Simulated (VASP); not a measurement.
Computed with PBEsol GGA, VASP's PBE PAW potentials (set 64) (plane waves; VASP).

VASP input:

File POSCAR:
```
GaN
1
    1.5912219442    -2.7560772156     0.0000000000
    1.5912219442     2.7560772156     0.0000000000
    0.0000000000     0.0000000000     5.1801024123
Ga N
2 2
Direct
  0.6666670000   0.3333330000   0.5000334008
  0.3333330000   0.6666670000   0.0000334008
  0.6666670000   0.3333330000   0.8769665992
  0.3333330000   0.6666670000   0.3769665992
```

### INCAR
```
! general
SYSTEM  = GaN
PREC    = Accurate
ENCUT   = 520
LREAL   = F
LASPH   = T
ICHARG  = 11

! electronic loop
EDIFF   = 1E-7
NELM    = 100
ALGO    = Normal
LMAXMIX = 4

! smearing
ISMEAR  = 0
SIGMA   = 0.05

! functional
GGA     = PS

! output
LWAVE   = F
LCHARG  = F
LORBIT  = 11
```

File KPOINTS:
```
k-points along high-symmetry lines
10
Line-mode
Reciprocal
  0.000000   0.000000   0.000000 ! GAMMA
  0.000000   0.500000   0.000000 ! M

  0.000000   0.500000   0.000000 ! M
 -0.333333   0.666667   0.000000 ! K

 -0.333333   0.666667   0.000000 ! K
  0.000000   0.000000   0.000000 ! GAMMA

  0.000000   0.000000   0.000000 ! GAMMA
  0.000000   0.000000   0.500000 ! A

  0.000000   0.000000   0.500000 ! A
  0.000000   0.500000   0.500000 ! L

  0.000000   0.500000   0.500000 ! L
 -0.333333   0.666667   0.500000 ! H

 -0.333333   0.666667   0.500000 ! H
  0.000000   0.000000   0.500000 ! A

  0.000000   0.500000   0.500000 ! L
  0.000000   0.500000   0.000000 ! M

 -0.333333   0.666667   0.500000 ! H
 -0.333333   0.666667   0.000000 ! K
```

POTCAR, in this order: Ga_d N (PBE.64 set). Program: vasp_std. Read from the step before: CHGCAR.

What VASP printed:

**OUTCAR**
```
 ion  position               nearest neighbor table
   1  0.667  0.333  0.500-   4 1.94   4 1.94   4 1.94   3 1.95
   2  0.333  0.667  0.000-   3 1.94   3 1.94   3 1.94   4 1.95
   3  0.667  0.333  0.877-   2 1.94   2 1.94   2 1.94   1 1.95
   4  0.333  0.667  0.377-   1 1.94   1 1.94   1 1.94   2 1.95
  LATTYP: Found a hexagonal cell.
 ALAT       =     3.1824438556
 C/A-ratio  =     1.6277121129
 Subroutine PRICEL returns:
 Original cell was already a primitive cell.
 Subroutine GETGRP returns: Found 12 space group operations
The static configuration has the point symmetry C_3v.
 The point group associated with its full space group is C_6v.
The dynamic configuration has the point symmetry C_3v.
 Subroutine INISYM returns: Found 12 space group operations
   k-points           NKPTS =     90   k-points in BZ     NKDIM =     90   number of bands    NBANDS=     22
   number of dos      NEDOS =    301   number of ions     NIONS =      4
   total plane-waves  NPLWV =  23040
   dimension x,y,z NGX =    24 NGY =   24 NGZ =   40
   dimension x,y,z NGXF=    48 NGYF=   48 NGZF=   80
   ions per type =               2   2
   PREC   = accura    normal or accurate (medium, high low for compatibility)
   ISTART =      0    job   : 0-new  1-cont  2-samecut
   ICHARG =     11    charge: 1-file 2-atom 10-const
   ISPIN  =      1    spin polarized calculation?
   LNONCOLLINEAR =      F non collinear calculations
   LSORBIT =      F    spin-orbit coupling
   INIWAV =      1    electr: 0-lowe 1-rand  2-diag
   ENCUT  =  520.0 eV  38.22 Ry    6.18 a.u.   5.92  5.92  9.63*2*pi/ulx,y,z
   NELM   =    100;   NELMIN=  2; NELMDL= -5     # of ELM steps
   EDIFF  = 0.1E-06   stopping-criterion for ELM
   LREAL  =      F    real-space projection
   NLSPLINE    = F    spline interpolate recip. space projectors
   LMAXMIX     =    4 max onsite mixed and CHGCAR
   VOSKOWN=      0    Vosko Wilk Nusair interpolation
   EDIFFG = 0.1E-05   stopping-criterion for IOM
   NSW    =      0    number of steps for IOM
   NBLOCK =      1;   KBLOCK =      1    inner block; outer block
   IBRION =     -1    ionic relax: 0-MD 1-quasi-New 2-CG
   NFREE  =      0    steps in history (QN), initial steepest desc. (CG)
...
```

File OSZICAR:
```
       N       E                     dE             d eps       ncg     rms          rms(c)
DAV:   1     0.266718487862E+03    0.26672E+03   -0.18566E+04  4172   0.309E+03
DAV:   2     0.814429448445E+01   -0.25857E+03   -0.25048E+03  4288   0.542E+02
DAV:   3    -0.239694529059E+02   -0.32114E+02   -0.31633E+02  4620   0.150E+02
DAV:   4    -0.252099966552E+02   -0.12405E+01   -0.12373E+01  5336   0.307E+01
DAV:   5    -0.252333891969E+02   -0.23393E-01   -0.23373E-01  4578   0.371E+00
DAV:   6    -0.252344073160E+02   -0.10181E-02   -0.10181E-02  6004   0.713E-01
DAV:   7    -0.252344204948E+02   -0.13179E-04   -0.13178E-04  4726   0.654E-02
DAV:   8    -0.252344208673E+02   -0.37254E-06   -0.37255E-06  5700   0.107E-02
DAV:   9    -0.252344208756E+02   -0.83373E-08   -0.83160E-08  3400   0.135E-03
   1 F= -.25234421E+02 E0= -.25234421E+02  d E =-.302978E-13
```

### OUTCAR
```
 val. band max:        5.2455410252   @ k =   0.0000   0.0000   0.0000

 cond. band min:       7.1514590513   @ k =  -0.0000   0.0000   0.0000



 k-point     1 :       0.0000    0.0000    0.0000
  band No.  band energies     occupation
      1     -10.7787      2.00000
      2      -9.8058      2.00000
      3      -8.1567      2.00000
      4      -8.1417      2.00000
      5      -8.1416      2.00000
      6      -8.0786      2.00000
      7      -8.0786      2.00000
      8      -7.8799      2.00000
      9      -7.8799      2.00000
     10      -7.7784      2.00000
     11      -7.7784      2.00000
     12      -6.5393      2.00000
     13      -1.9113      2.00000
     14       4.1932      2.00000
     15       4.1932      2.00000
     16       5.2101      2.00000
     17       5.2455      2.00000
     18       5.2455      2.00000
     19       7.1515      0.00000
     20       9.4548      0.00000
     21      14.3792      0.00000
     22      15.0658      0.00000

 k-point     2 :       0.0000    0.0556    0.0000
  band No.  band energies     occupation
      1     -10.7467      2.00000
      2      -9.7971      2.00000
      3      -8.1548      2.00000
      4      -8.1369      2.00000
      5      -8.1313      2.00000
      6      -8.0753      2.00000
      7      -8.0723      2.00000
      8      -7.8827      2.00000
      9      -7.8804      2.00000
     10      -7.7843      2.00000
     11      -7.7776      2.00000
     12      -6.5172      2.00000
     13      -1.8663      2.00000
     14       3.9480      2.00000
     15       4.1251      2.00000
     16       4.9238      2.00000
     17       5.1807      2.00000
     18       5.2175      2.00000
     19       7.4480      0.00000
     20       9.6658      0.00000
     21      14.3081      0.00000
     22      14.8022      0.00000

 k-point     3 :       0.0000    0.1111    0.0000
  band No.  band energies     occupation
      1     -10.6546      2.00000
      2      -9.7734      2.00000
...
```

The density is held fixed in this step, so its total energy and stress have no physical meaning.

The compound is GaN in the wurtzite structure. It was relaxed first.
